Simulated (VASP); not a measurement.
VASP input:

**POSCAR**
```
GaN
1
    0.0000000000     2.2600000000     2.2600000000
    2.2600000000     0.0000000000     2.2600000000
    2.2600000000     2.2600000000     0.0000000000
Ga N
1 1
Direct
  0.0000000000   0.0000000000   0.0000000000
  0.2500000000   0.2500000000   0.2500000000
```

KPOINTS:
```
Automatic mesh
0
Gamma
9 9 9
0 0 0
```

INCAR:
```
SYSTEM=GaN
PREC=Accurate; ENCUT=520; LREAL=.FALSE.
LASPH=.TRUE.; NBANDS=17
EDIFF=1E-6; NELM=100; ALGO=Normal
LMAXMIX=4
ISMEAR=0; SIGMA=0.05
GGA=PE
ISIF=2
LWAVE=.FALSE.; LCHARG=.FALSE.
```

POTCAR, in this order: Ga_d N (PBE.64 set). Program: vasp_std.

Problem. Translate this PBE calculation to Quantum ESPRESSO's pw.x.

Solution. One equivalent input (not run):
```
&CONTROL
  calculation = 'scf'
  pseudo_dir = './pseudo'
  outdir = './out'
  tprnfor = .true.
  tstress = .true.
/
&SYSTEM
  ibrav = 0
  nat = 2
  ntyp = 2
  ecutwfc = 84
  occupations = 'smearing'
  smearing = 'gaussian'
  degauss = 0.003675
  input_dft = 'pbe'
/
&ELECTRONS
  conv_thr = 7.3e-08
  electron_maxstep = 100
/
ATOMIC_SPECIES
  Ga 69.723 Ga.upf
  N 14.007 N.upf
CELL_PARAMETERS angstrom
     0.0000000    2.2600000    2.2600000
     2.2600000    0.0000000    2.2600000
     2.2600000    2.2600000    0.0000000
ATOMIC_POSITIONS crystal
  Ga   0.0000000  0.0000000  0.0000000
  N    0.2500000  0.2500000  0.2500000
K_POINTS automatic
  9 9 9 0 0 0
```
Limits of the translation: the potentials are each code's own (VASP's PAW set, PseudoDojo norm-conserving files in pw.x), so ENCUT and ecutwfc are chosen apart and not converted; conv_thr bounds pw.x's estimated SCF error, while EDIFF bounds the energy change between steps; the number of bands isn't carried over, since the valence differs with the files.

The compound is GaN in the zinc blende structure, a metastable form; wurtzite is the usual one. The cell was not relaxed at this level. The run is one of a series of settings (NBANDS = 17 against the base run), some of them coarse on purpose.
